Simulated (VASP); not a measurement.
Here is the system:

```
HfN
1.0
    0.00000     2.24683     2.24683
    2.24683     0.00000     2.24683
    2.24683     2.24683     0.00000
Hf N
1 1
Direct
  0.00000   0.00000   0.00000
  0.50000   0.50000   0.50000
```

Method: SCAN meta-GGA, VASP's PBE PAW potentials (set 64) (plane waves; VASP). Settings: 520 eV cut-off, 16×16×16 Γ-centred mesh, tetrahedra with Blöchl corrections, potentials Hf_pv N.

Unless said otherwise, spin-orbit coupling is left out, though it shifts the bands of the heavy elements here.

Q: Predict the energy per atom (σ→0), band gap (over mesh and band path) with the smallest direct gap where there is one.

A: 
```json
{
 "band gap (over mesh and band path)": "none (metal, semimetal or under 0.01 eV)",
 "energy per atom (σ→0)": "-37.967 eV/atom"
}
```

The compound is HfN in the rock salt structure. It was relaxed first. The electron count is odd and the run is not spin-polarised, which forces a metal.
